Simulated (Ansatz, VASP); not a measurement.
**Cross-check of PtSe2 (1T-PtSe2 monolayer) between VASP and Ansatz**

Wanted: the spread between two codes on one cell, functional and k mesh. The structure shown is the start of the Ansatz relaxation below; VASP solves that cell, so the two are compared at the walk's first step.

Method: plane waves, with VASP 6.6.1 beside it; single point at PBE with D3(BJ), in Ansatz 0.2.0.

## 1. Set-up

The cell holds 3 atoms: 2 Se and 1 Pt. Its edges and angles: a = 3.750 Å, b = 3.750 Å, c = 28.335 Å, α = 90.0°, β = 90.0°, γ = 120.0°. Vacuum lies along c. The height across the vacuum is the one that the program set for its solve, not the one typed.

## 2. Ansatz: relaxation, PBE with D3(BJ)

Ansatz runs on its default PAW (the set named soft_2) files.

The two programs are compared at the cell with which this relaxation starts, whose forces are those of its first step.

input.yaml

```yaml
crystal:
  lattice:
    - [3.75, 0.0, 0.0]
    - [-1.875, 3.2475952642, 0.0]
    - [0.0, 0.0, 20.2677177955]
  atoms:
    - { symbol: Se, position: [0.6666666667, 0.3333333333, 0.4440559164] }
    - { symbol: Pt, position: [0.0, 0.0, 0.5] }
    - { symbol: Se, position: [0.3333333333, 0.6666666667, 0.5559440836] }
  periodic: [true, true, false]
kpoints:
  mp_grid: { grid: [12, 12, 1] }
hamiltonian:
  xc: pbe
  dispersion: d3bj
scf:
  occupations: { method: fermi_dirac, width: 0.05 }
  convergence: { dr2_threshold: 1.0e-09 }
relax:
  f_tol: 0.004
  max_steps: 90
  cell: {}
output:
  write_potential: true
  write_density: true
  volumetric_format: npy
```

On the command line:

```console
> ansatz run input.yaml --threads 4 --pin off --max-ram 6144MiB --backend cpu --events-out ev --progress --plain --runs-dir out
```

Numbers of over 12 decimals in the logs are rounded to 6 here.

Output:

```text
Warning: crystal.periodic: the lattice vector that does not repeat stood 0.000° off the slab's normal, 20.268 Å along it as the deck builds it. The run solves the slab on a vector along the normal, 28.335 Å long, with every atom where it was (on the deck's vector they left 18.00 Å outside them, and the widest stretch free of ions among them is 1.13 Å). A fractional position that the run reports is one of the run's ce [...]
Warning: relax.cell: scf.convergence.dr2_threshold = 1e-9 eV is looser than the 1.99339654226e-10 eV advised for a relaxation that steers and ends on the stress (1e-10 eV for each atom of the cell: 3, times the square of relax.cell.stress_2d_tol = 0.05 N/m over 12.3 Å (the atoms' height at the walk's start and 5 Å past either face), 4.076e-2 GPa, over a crystal's default 0.05). What an SCF threshold leaves in a stress goes as its square root, and in the free energy as the threshold itself, and one threshold admits the most on a small cell: [figures from the program's tests cut] Set scf.convergence.dr2_threshold to 1.99339654226e-10 eV or tighter. [rest of the remark cut]
crystal.periodic: the lattice vector that does not repeat stood 0.000° off the slab's normal, 20.268 Å along it as the deck builds it. The run solves the slab on a vector along the normal, 28.335 Å long, with every atom where it was (on the deck's vector they left 18.00 Å outside them, and the widest stretch free of ions among them is 1.13 Å). A fractional position that the run reports is one of the run's cell, which [...]
Engine: ansatz 0.2.0, aarch64-unknown-linux-gnu
Pseudopotentials: kind: paw
Pseudopotential: Se, paw, valence charge 16, recommended cutoff 420 eV (normal), Se.paw.azcp
Pseudopotential: Pt, paw, valence charge 18, recommended cutoff 420 eV (normal), Pt.paw.azcp
Functional definition: PBE
  parameter kappa = 0.804
  parameter beta = 0.066725
  exchange = pbe_x(kappa = kappa, mu = beta*pi^2/3)
  correlation = pbe_c(beta = beta)
Crystal: 3 atoms, lattice volume = 345.083 Å³
Basis set: ecut = 420 eV, 6791 PW (Γ), exchange–correlation on 54×54×384 points (8 copies of the dense FFT grid, shifted against one another)
Bands: 30, of which v1, the nominal top of the filled ones, is band 25 counted from 1 (24 counted from 0)
Symmetry: 12 space group operations
Space group: P-3m1 (ITA 164), of the structure as read, at distance tolerance 7.0e-5 Å
k-points: 19 of 144
Non-local potential: Se, projectors of the file, l = 0: 2, l = 1: 2, l = 2: 3, l = 3: 1
[...]
iter 1 solved again at ethr=1.27e-6 eV; its pass at ethr=3.10e-3 eV (dr2=6.33e-4 eV) is discarded
SCF iter   1: F=—  HF=-23463.246835 eV  |F-HF|=—  |Δ(HF+E_count)|=         —  Δρ=4.42e-4  dr2=7.34e-4  ethr=1.27e-6  ⟨swp⟩=4.2  Hψ=3583  notcnv=0
preconditioner: auto → Resta (q_TF=auto, 1.985 Å⁻¹)  ε∞=2.0  [insulator: Δε(μ)=1.388 eV  Ē_g=9.372 eV  σ=0.050 eV  W_gap=1.00  n_scr=34 (ndim 8)  ℏωp=9.5 eV  f_vac=0.780  D(μ)=0.00/eV (n_scr^D=0)  ε∞_Penn≈2.0  vacuum switching on, ρ_ref=6.4e-3 e/Å³]
SCF iter   2: F=—  HF=-23463.246804 eV  |F-HF|=—  |Δ(HF+E_count)|=   3.06e-5  Δρ=3.06e-4  dr2=5.05e-4  ethr=1.27e-6  ⟨swp⟩=3.0  Hψ=929  notcnv=0
SCF iter   3: F=—  HF=-23463.246722 eV  |F-HF|=—  |Δ(HF+E_count)|=   8.21e-5  Δρ=1.28e-4  dr2=2.67e-5  ethr=1.01e-6  ⟨swp⟩=2.9  Hψ=835  notcnv=0
SCF iter   4: F=—  HF=-23463.246733 eV  |F-HF|=—  |Δ(HF+E_count)|=   1.10e-5  Δρ=2.94e-5  dr2=3.99e-6  ethr=5.34e-8  ⟨swp⟩=3.5  Hψ=1082  notcnv=0
SCF iter   5: F=—  HF=-23463.246852 eV  |F-HF|=—  |Δ(HF+E_count)|=   1.19e-4  Δρ=5.31e-6  dr2=9.19e-8  ethr=7.97e-9  ⟨swp⟩=3.0  Hψ=924  notcnv=0
SCF iter   6: F=—  HF=-23463.246852 eV  |F-HF|=—  |Δ(HF+E_count)|=   5.07e-8  Δρ=1.67e-6  dr2=1.24e-8  ethr=1.84e-10  ⟨swp⟩=3.7  Hψ=1255  notcnv=0
SCF iter   7: F=-23463.246852 eV  HF=-23463.246852 eV  |F-HF|=4.44e-10  |Δ(HF+E_count)|=   4.67e-9  Δρ=1.64e-7  dr2=1.33e-10  ethr=2.00e-12  ⟨swp⟩=10.1  Hψ=4729  notcnv=0
SCF 4 converged in 7 iterations: F = -23463.246852 eV  dr2 = 1.33e-10
relax step   4: F+E_penalty+E_count = -23463.24685202 eV  Δ(F+E_penalty+E_count) = -2.056e-3 eV  max|allowed force component| = 1.239e-2 eV/Å  Δτ_max = 0.0038 Å  P = +0.028 N/m  Ω = 337.231 Å³  energy of the carried Pulay correction = +3.180e-4 eV  fix = [c, alpha, beta]  reactions: c +0.000 N/m  (7 SCF iters, accepted)
[...]
relax step   5: F+E_penalty+E_count = -23463.24686706 eV  Δ(F+E_penalty+E_count) = -1.505e-5 eV  max|allowed force component| = 3.946e-4 eV/Å  Δτ_max = 0.0011 Å  P = +0.000 N/m  Ω = 337.192 Å³  energy of the carried Pulay correction = +3.196e-4 eV  fix = [c, alpha, beta]  reactions: c +0.000 N/m  (5 SCF iters, accepted)
[...]
relax step   6: F+E_penalty+E_count = -23463.24657346 eV  Δ(F+E_penalty+E_count) = +2.936e-4 eV  max|allowed force component| = 4.883e-4 eV/Å  Δτ_max = 0.0000 Å  P = -0.001 N/m  Ω = 337.192 Å³  fix = [c, alpha, beta]  reactions: c -0.000 N/m  stress off target by 9.56e-4 N/m on what of the cell is left free  SCF on the basis re-selected at this cell (its energy is not comparable with the rows above)  (5 SCF iters)
basis re-selected at this cell: Δ(F+E_penalty+E_count) = +2.936e-4 eV, ΔP = -0.001 N/m vs the last step (what re-selecting the basis moved, of the pressure what is left beyond the Pulay correction that the steps carried, after the strain that the cell walked since its last selection, with what the two solves' SCF thresholds leave and, on support functions, any second-order correction that the steps lacked; it is no measure of the basis error at this ecutwfc). The dense FFT grid was sized anew with the basis: this SCF ran on 25×25×192 points, the steps before it on 27×27×192, so part of this shift can come from that change (see relax.cell in the input reference). [rest of the remark cut]
SCF converged after 5 iterations
Free energy (F): -23463.246573 eV
Harris-Foulkes:  -23463.246573 eV  (|F-HF|=1.16e-10)
Internal energy: -23463.246573 eV  (E = F + TS)
E sigma→0 (E₀):  -23463.246573 eV
Entropy (-TS):   -0.000000 eV (-0.000 meV/atom)
Fermi energy:    -4.942549 eV
--- Per-component energies (eV) ---
  E_band       = -1846.872863
  E_kinetic    = 873.335103
  E_local      = -115958.204881  (includes V_loc(G=0)·N_el)
  E_nonlocal   = -990.958545
  E_hartree    = 57290.276159
  E_xc         = -469.805648
  E_vxc        = -498.646483  (∫ρ·V_xc dr)
  E_paw        = -13277.691804  (= ΣΔE_a)
  E_vpaw       = 147.050582  (= ΣTr[D̂ρ^β])
  E_aug_tail   = -0.000980  (compensation charges beyond the density's cutoff)
  E_ewald      = 49070.699710
  E_disp       = -0.895686  (pairwise vdW)
  E_smearing   = -0.000000  (= −TS)
  E_closure    = -0.000000  (closes the sum)
  Σ components = -23463.246573   (vs F -23463.246573, Δ=0.00e0)
--- Forces (eV/Å), atoms counted from 1 ---
  atom   1  Se    -0.00000000     0.00000000    -0.00048832
  atom   2  Pt     0.00000000     0.00000000     0.00000000
  atom   3  Se    -0.00000000    -0.00000000     0.00048832
  max |Σ_I F_I| component: 5.78e-18 eV/Å
--- 2D stress c σ (N/m, compression-positive) ---
       -0.000956       0.000000      -0.000000
        0.000000      -0.000956       0.000000
       -0.000000       0.000000      -0.000000
  P = ½ c Tr σ = -0.0010 N/m
--- Band table (eV; the first three rows and the last of 19) ---
  k-point 0: bands = [... 21 lower, -6.9565, -6.3273, -5.6539, -5.6539, -2.6891, -2.6891, -1.1465, -0.4424, ... 1 higher]
  k-point 1: bands = [... 21 lower, -7.1960, -6.1961, -5.7143, -5.6498, -3.1889, -2.8032, -0.8887, -0.3196, ... 1 higher]
  k-point 2: bands = [... 21 lower, -7.6438, -5.9417, -5.8569, -5.7204, -4.0186, -3.0098, -0.3463, -0.0348, ... 1 higher]
  k-point 18: bands = [... 21 lower, -8.1863, -7.9623, -6.6349, -6.6349, -3.8769, -3.8769, 0.3938, 2.4578, ... 1 higher]
  the weakly bound empty levels are not read free of the cell's end (no_gap_told)
--- Relaxed structure (5 steps of the walk, 5 accepted, 1 SCFs on fresh bases) ---
  F+E_penalty+E_count = -23463.24657346 eV   max|allowed force component| = 4.883e-4 eV/Å   (the final SCF, on the basis selected at the relaxed cell)
  cell:  # Å, volume = 337.1916 Å³
    - [3.706877, 0, 0]
    - [-1.853438, 3.210249, 0]
    - [0, 0, 28.335436]
  atoms:
    - { symbol: Se, position: [0.666667, 0.333333, 0.310892] }
    - { symbol: Pt, position: [0, 0, 0.357639] }
    - { symbol: Se, position: [0.333333, 0.666667, 0.404386] }
```

## 3. VASP: single point, PBE with D3(BJ), start cell

The same cell, functional, mesh and smearing now go to VASP, with its own data sets.

Lines of VASP's logs that name or quote its potential files are left out, and so is its time.

INCAR

```
SYSTEM = PtSe2
PREC = Accurate
ENCUT = 400
EDIFF = 1E-06
NELM = 120
ISMEAR = -1
SIGMA = 0.05
LREAL = .FALSE.
ALGO = Normal
GGA = PE
IVDW = 12
NBANDS = 17
LASPH = .TRUE.
LORBIT = 11
LWAVE = .FALSE.
LCHARG = .FALSE.
ISIF = 2
LDIPOL = .TRUE.
IDIPOL = 3
DIPOL = 0.5 0.5 0.358
LVHAR = .TRUE.
GGA_COMPAT = .FALSE.
EFERMI = MIDGAP
NELMDL = -8
```

POSCAR

```
PtSe2
1.0
    3.7500000000      0.0000000000      0.0000000000
   -1.8750000000      3.2475950000      0.0000000000
    0.0000000000      0.0000000000     28.3354360000
Se Pt
2 1
Direct
    0.6666667180      0.3333334360      0.3176234874
    0.3333334360      0.6666668719      0.3976546541
    0.0000000000      0.0000000000      0.3576390707
```

KPOINTS

```
Automatic mesh
0
Gamma
12 12 1
0 0 0
```

The projector-augmented-wave data sets are Se and Pt (PBE family, release 64).

On the command line:

```console
> mpirun -np 1 vasp_std
```

Output:

```text
[banner, memory and clock lines left out]
running    1 mpi-ranks, on    1 nodes
 distrk:  each k-point on    1 cores,    1 groups
 distr:  one band on    1 cores,    1 groups

 POSCAR found type information on POSCAR SePt
 POSCAR found :  2 types and       3 ions
 LDA part: xc-table for (Slater+PW92), standard interpolation
 POSCAR, INCAR and KPOINTS ok, starting setup
 FFT: planning ... GRIDC
 FFT: planning ... GRID_SOFT
 FFT: planning ... GRID
 WAVECAR not read
 entering main loop
       N       E                     dE             d eps       ncg     rms          rms(c)
DAV:   1     0.166339342836E+03    0.16634E+03   -0.61278E+03   646   0.741E+02
DAV:   2     0.357987834810E+01   -0.16276E+03   -0.15406E+03  1044   0.152E+02
DAV:   3    -0.145481669421E+02   -0.18128E+02   -0.18039E+02   823   0.659E+01
DAV:   4    -0.148007034390E+02   -0.25254E+00   -0.25216E+00   838   0.927E+00
DAV:   5    -0.148058503310E+02   -0.51469E-02   -0.51426E-02   918   0.119E+00
DAV:   6    -0.148060322835E+02   -0.18195E-03   -0.18193E-03   887   0.207E-01
DAV:   7    -0.148060403305E+02   -0.80470E-05   -0.80472E-05   990   0.394E-02
DAV:   8    -0.148060406039E+02   -0.27339E-06   -0.27328E-06   791   0.558E-03    0.147E+01
DAV:   9    -0.140916972423E+02    0.71434E+00   -0.50282E+00   748   0.200E+01    0.796E+00
DAV:  10    -0.139962513938E+02    0.95446E-01   -0.14127E+00   735   0.112E+01    0.352E+00
DAV:  11    -0.139306015844E+02    0.65650E-01   -0.13440E-01   820   0.373E+00    0.668E-01
DAV:  12    -0.139285345663E+02    0.20670E-02   -0.29217E-02   847   0.134E+00    0.206E-01
DAV:  13    -0.139286494169E+02   -0.11485E-03   -0.11560E-03   786   0.216E-01    0.249E-01
DAV:  14    -0.139287939010E+02   -0.14448E-03   -0.11016E-03   799   0.291E-01    0.192E-01
DAV:  15    -0.139288492275E+02   -0.55327E-04   -0.15956E-04   835   0.117E-01    0.118E-01
DAV:  16    -0.139288282683E+02    0.20959E-04   -0.14481E-05   835   0.231E-02    0.952E-02
DAV:  17    -0.139288105937E+02    0.17675E-04   -0.24855E-05   749   0.254E-02    0.547E-02
DAV:  18    -0.139288094433E+02    0.11504E-05   -0.37311E-06   812   0.948E-03    0.381E-02
DAV:  19    -0.139288104754E+02   -0.10321E-05   -0.83049E-06   739   0.137E-02    0.117E-02
DAV:  20    -0.139288115839E+02   -0.11085E-05   -0.63675E-07   683   0.483E-03    0.599E-03
DAV:  21    -0.139288137086E+02   -0.21247E-05   -0.79215E-07   626   0.459E-03    0.671E-04
DAV:  22    -0.139288150200E+02   -0.13114E-05   -0.24109E-07   664   0.240E-03    0.370E-03
DAV:  23    -0.139288153591E+02   -0.33911E-06   -0.27517E-08   707   0.928E-04
   1 F= -.14829207E+02 E0= -.14829206E+02  d E =-.194504E-05
```

Parts of OUTCAR (step 3):

```text
ion  position               nearest neighbor table
   1  0.667  0.333  0.318-   3 2.44   3 2.44   3 2.44
   2  0.333  0.667  0.398-   3 2.44   3 2.44   3 2.44
   3  0.000  0.000  0.358-   1 2.44   2 2.44   2 2.44   1 2.44   1 2.44   2 2.44

  LATTYP: Found a hexagonal cell.
 ALAT       =     3.7500000000
 C/A-ratio  =     7.5561162667

 Subroutine GETGRP returns: Found 12 space group operations
 (whereof  6 operations were pure point group operations)

The static configuration has the point symmetry C_3v.
 The point group associated with its full space group is D_3d.

 Found     19 irreducible k-points:

   k-points           NKPTS =     19   k-points in BZ     NKDIM =     19   number of bands    NBANDS=     17

   dimension x,y,z NGX =    24 NGY =   24 NGZ =  192
   dimension x,y,z NGXF=    48 NGYF=   48 NGZF=  384

   ENCUT  =  400.0 eV  29.40 Ry    5.42 a.u.   6.12  6.12 46.21*2*pi/ulx,y,z

   NELECT =      22.0000    total number of electrons

 k-points in reciprocal lattice and weights: Automatic mesh
   0.00000000  0.00000000  0.00000000       0.007
   0.08333333  0.00000000  0.00000000       0.042
   0.16666667  0.00000000  0.00000000       0.042
   0.25000000  0.00000000  0.00000000       0.042
   0.33333333  0.00000000  0.00000000       0.042
   0.41666667  0.00000000  0.00000000       0.042
   0.50000000  0.00000000  0.00000000       0.021
   0.08333333  0.08333333  0.00000000       0.042
   0.16666667  0.08333333  0.00000000       0.083
[...]
0.33333333  0.25000000  0.00000000       0.083
   0.33333333  0.33333333  0.00000000       0.014

 dipolmoment           0.000000      0.000000      0.000001 electrons x Angstroem

 average (electrostatic) potential at core
       1 -61.9321       2 -61.9321       3 -78.1387

 E-fermi :  -2.8794

 k-point     1 :       0.0000    0.0000    0.0000
  band No.  band energies     occupation
    ...
      7      -7.0182      2.00000
      8      -4.6613      2.00000
      9      -4.3046      2.00000
     10      -4.0225      2.00000
     11      -4.0225      2.00000
     12      -0.4350      0.00000
     13      -0.4350      0.00000
     14       0.9572      0.00000
     15       1.2634      0.00000
     16       1.9615      0.00000
    ...

 k-point     2 :       0.0833    0.0000    0.0000
  band No.  band energies     occupation
    ...
      7      -7.0825      2.00000
      8      -5.0843      2.00000
      9      -4.1378      2.00000
     10      -4.0384      2.00000
     11      -3.9239      2.00000
     12      -0.9682      0.00000
     13      -0.5737      0.00000
     14       1.1918      0.00000
     15       1.4696      0.00000
     16       2.1106      0.00000
    ...

 k-point     3 :       0.1667    0.0000    0.0000
  band No.  band energies     occupation
    ...
      7      -7.2275      2.00000
      8      -5.7291      2.00000
      9      -4.1751      2.00000
     10      -4.0296      2.00000
     11      -3.7180      2.00000
     12      -1.8860      0.00000
     13      -0.7966      0.00000
     14       1.6739      0.00000
     15       1.8244      0.00000
     16       2.3438      0.00000
    ...

 Edisp (eV)   -0.90039

  Total       4.13843     4.13843     4.83003     0.00000     0.00000     0.00000
  in kB      19.21424    19.21424    22.42524     0.00000     0.00000     0.00000
  external pressure =       20.28 kB  Pullay stress =        0.00 kB

  energy-cutoff  :      400.00
  volume of cell :      345.08
      direct lattice vectors                 reciprocal lattice vectors
     3.750000000  0.000000000  0.000000000     0.266666667  0.153960084  0.000000000
    -1.875000000  3.247595000  0.000000000     0.000000000  0.307920169  0.000000000
     0.000000000  0.000000000 28.335436000     0.000000000  0.000000000  0.035291499

 POSITION                                       TOTAL-FORCE (eV/Angst)
 -----------------------------------------------------------------------------------
      1.87500      1.08253      9.00000        -0.000000      0.000000     -2.140235
      0.00000      2.16506     11.26772         0.000000     -0.000000      2.140235
      0.00000      0.00000     10.13386         0.000000      0.000000      0.000000
 -----------------------------------------------------------------------------------
    total drift:                                0.000000     -0.000305     -0.000031

  FREE ENERGIE OF THE ION-ELECTRON SYSTEM (eV)
  ---------------------------------------------------
  free  energy   TOTEN  =       -14.8292068453 eV

  energy  without entropy=      -14.8292049003  energy(sigma->0) =      -14.82920587

 vacuum level on the upper side and lower side of the slab         1.987         1.987

 total charge
# of ion       s       p       d       tot
------------------------------------------
    1        1.476   2.298   0.077   3.851
    2        1.476   2.298   0.077   3.851
    3        0.723   0.819   8.078   9.620
--------------------------------------------------
tot          3.675   5.414   8.232  17.322

[... 3 further parts left out ...]
```

## 4. Comparison

Known differences besides the potentials themselves: Ansatz cuts the interaction across the vacuum, VASP repeats the sheet with a dipole correction; the data sets hold 50 valence electrons in Ansatz (on its default PAW (the set named soft_2) files) and 22 in VASP; the cutoff is 420 eV in Ansatz and 400 eV in VASP. Total energies have different zeros and are not compared.

Forces (eV/Å; atoms numbered as in POSCAR):

```
atom        Ansatz x, y, z          VASP x, y, z
 Se1  0.000, 0.000, -2.134  0.000, 0.000, -2.140
 Se2   0.000, 0.000, 2.134   0.000, 0.000, 2.140
 Pt3   0.000, 0.000, 0.000   0.000, 0.000, 0.000
```

The forces differ by 3.1 meV/Å r.m.s., which is 0.3 % of the r.m.s. force of 1.009 eV/Å (both taken over all components). With vacuum in the cell, a pressure given here is an average over mostly empty space and none of the material.

## 5. Summary of results

```
r.m.s. force difference (single point, PBE with D3(BJ), start cell) : 0.31 % of the r.m.s. force
```

The r.m.s. force difference is 0.31 % of the r.m.s. force (single point, PBE with D3(BJ), start cell), within the 3 % picked in this series as the mark of a large difference. The data sets hold unlike numbers of valence electrons (50 in Ansatz and 22 in VASP), so part of the differences comes from the potentials. 1 further run of this series is not shown here. How closely two codes agree says nothing of how well the functional describes the real material.

[Lines on the potential files, build, host, timing and source positions are cut from VASP's logs without a mark.]

[Logs are printed without paths, hosts, clocks, repeated set-up lines and the standing remarks that a program may print on its own settings, such as how far it seeks lower states.]

[Hosts, paths, dates, database ids (printed as entryN), source tags and the programs' standing remarks are cut or masked in the printed files.]
